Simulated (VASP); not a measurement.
OSZICAR of a VASP run on NiSb (NiAs type):

File OSZICAR:
```
       N       E                     dE             d eps       ncg     rms          rms(c)
DAV:   1     0.114649877535E+03    0.11465E+03   -0.13065E+04  1824   0.167E+03
DAV:   2    -0.712784738064E+02   -0.18593E+03   -0.18103E+03  1830   0.329E+02
DAV:   3    -0.809713818491E+02   -0.96929E+01   -0.93284E+01  2075   0.935E+01
DAV:   4    -0.812586430933E+02   -0.28726E+00   -0.28548E+00  2074   0.149E+01
DAV:   5    -0.812673170785E+02   -0.86740E-02   -0.86713E-02  2199   0.267E+00    0.125E+01
DAV:   6    -0.809401337064E+02    0.32718E+00   -0.41225E+01  1929   0.119E+02    0.190E+01
DAV:   7    -0.760901381927E+02    0.48500E+01   -0.12106E+01  1974   0.742E+01    0.421E+00
DAV:   8    -0.762868574041E+02   -0.19672E+00   -0.25340E+00  2509   0.197E+01    0.315E+00
DAV:   9    -0.762289963268E+02    0.57861E-01   -0.26717E-01  2307   0.841E+00    0.932E-01
DAV:  10    -0.762768135272E+02   -0.47817E-01   -0.46473E-02  1987   0.213E+00    0.494E-01
DAV:  11    -0.762721966897E+02    0.46168E-02   -0.44779E-03  2177   0.705E-01    0.225E-01
DAV:  12    -0.762766715961E+02   -0.44749E-02   -0.15503E-02  1974   0.148E+00    0.838E-02
DAV:  13    -0.762778046724E+02   -0.11331E-02   -0.11696E-03  1918   0.399E-01    0.548E-02
DAV:  14    -0.762777903749E+02    0.14297E-04   -0.57212E-05  2091   0.677E-02    0.206E-02
DAV:  15    -0.762778453046E+02   -0.54930E-04   -0.52411E-05  1991   0.115E-01    0.538E-03
DAV:  16    -0.762778299248E+02    0.15380E-04   -0.49809E-06  1919   0.320E-02    0.212E-03
DAV:  17    -0.762778433765E+02   -0.13452E-04   -0.11101E-06  1982   0.179E-02    0.243E-03
DAV:  18    -0.762778318985E+02    0.11478E-04   -0.57279E-07  1894   0.114E-02    0.224E-04
DAV:  19    -0.762778358679E+02   -0.39694E-05   -0.49502E-08   990   0.279E-03    0.589E-04
DAV:  20    -0.762778338534E+02    0.20145E-05   -0.12240E-08   975   0.216E-03    0.176E-04
DAV:  21    -0.762778344118E+02   -0.55840E-06   -0.36793E-09   957   0.538E-04    0.449E-05
DAV:  22    -0.762778343608E+02    0.50971E-07   -0.55932E-10   957   0.261E-04
   1 F= -.76277834E+02 E0= -.76277477E+02  d E =-.762778E+02
       N       E                     dE             d eps       ncg     rms          rms(c)
DAV:   1    -0.762779682480E+02   -0.13384E-03   -0.33897E-03  1875   0.479E-01    0.702E-02
DAV:   2    -0.762779064055E+02    0.61843E-04   -0.16876E-04  2249   0.225E-01    0.492E-02
DAV:   3    -0.762779045906E+02    0.18149E-05   -0.17208E-04  2007   0.256E-01    0.414E-02
DAV:   4    -0.762778791830E+02    0.25408E-04   -0.48545E-05  2197   0.137E-01    0.423E-03
DAV:   5    -0.762778785011E+02    0.68189E-06   -0.82993E-06  1896   0.308E-02    0.243E-03
DAV:   6    -0.762778788155E+02   -0.31444E-06   -0.82851E-07  1907   0.807E-03    0.180E-03
DAV:   7    -0.762778785384E+02    0.27708E-06   -0.57796E-08   948   0.312E-03    0.907E-04
DAV:   8    -0.762778785672E+02   -0.28740E-07   -0.93159E-08   987   0.318E-03
   2 F= -.76277879E+02 E0= -.76277525E+02  d E =-.442064E-04
```

Problem. Which electronic solver shows in the log?

Solution. It is blocked Davidson (ALGO = Normal, or the opening steps of other solvers). The INCAR had ALGO = Normal.

Problem. How was spin treated?

Solution. Without spin polarisation: there is no mag entry.

Problem. Can the final energy be trusted as converged?

Solution. Self-consistency was reached. It stopped with EDIFF = 1E-7, NELM = 100, NSW = 30 and EDIFFG = -0.01 after 2 ionic steps (r2SCAN meta-GGA, plane waves, VASP's PBE PAW potentials (set 64)).

The compound is NiSb in the NiAs type structure. This cell is one point of a volume scan, at 1.06 of the reference volume. Symmetry was kept, so distortions that lower it aren't found. The run is not spin-polarised, so no magnetic state was tried.
